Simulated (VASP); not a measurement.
An input for Quantum ESPRESSO's pw.x (written as the equivalent of a VASP run, and not itself run):

```
&CONTROL
  calculation = 'vc-relax'
  pseudo_dir = './pseudo'
  outdir = './out'
  tprnfor = .true.
  tstress = .true.
  nstep = 60
  forc_conv_thr = 0.00039
/
&SYSTEM
  ibrav = 0
  nat = 2
  ntyp = 2
  ecutwfc = 84
  occupations = 'smearing'
  smearing = 'gaussian'
  degauss = 0.003675
  input_dft = 'vdw-df2-b86r'
/
&ELECTRONS
  conv_thr = 7.3e-08
  electron_maxstep = 100
/
&IONS
/
&CELL
/
ATOMIC_SPECIES
  Ba 137.327 Ba.upf
  O 15.999 O.upf
CELL_PARAMETERS angstrom
     0.0000000    2.7700000    2.7700000
     2.7700000    0.0000000    2.7700000
     2.7700000    2.7700000    0.0000000
ATOMIC_POSITIONS crystal
  Ba   0.0000000  0.0000000  0.0000000
  O    0.5000000  0.5000000  0.5000000
K_POINTS automatic
  8 8 8 0 0 0
```

### Question
Translate this input to VASP (INCAR, KPOINTS, POSCAR, choice of POTCAR).

### Answer
One answer among several that fit: 
**KPOINTS**
```
Automatic mesh
0
Gamma
8 8 8
0 0 0
```

POSCAR:
```
BaO
1.0
  0.0000000000   2.7700000000   2.7700000000
  2.7700000000   0.0000000000   2.7700000000
  2.7700000000   2.7700000000   0.0000000000
Ba O
1 1
Cart
  0.0000000000   0.0000000000   0.0000000000
  2.7700000000   2.7700000000   2.7700000000
```

**INCAR**
```
SYSTEM = BaO
PREC = Accurate; ENCUT = 520; LREAL = .False.
LASPH = .True.
EDIFF = 1E-6; NELM = 100; ALGO = Normal
LMAXMIX = 4
ISMEAR = 0; SIGMA = 0.05
GGA = MK; LUSE_VDW = .True.; AGGAC = 0.0
PARAM1 = 0.1234568; PARAM2 = 0.7114; ZAB_VDW = -1.8867
IBRION = 2; NSW = 60; ISIF = 3
EDIFFG = -0.01
LWAVE = .False.; LCHARG = .False.
```

POTCAR, in this order: Ba_sv O (PBE.64 set). Program: vasp_std.

What does not carry over: the potentials are each code's own (VASP's PAW set, PseudoDojo norm-conserving files in pw.x), so ENCUT and ecutwfc are chosen apart and not converted; conv_thr bounds pw.x's estimated SCF error, while EDIFF bounds the energy change between steps; forc_conv_thr acts on force components and is met together with etot_conv_thr.

The compound is BaO in the rock salt structure. This run relaxes it. Symmetry was kept, so distortions that lower it aren't found.
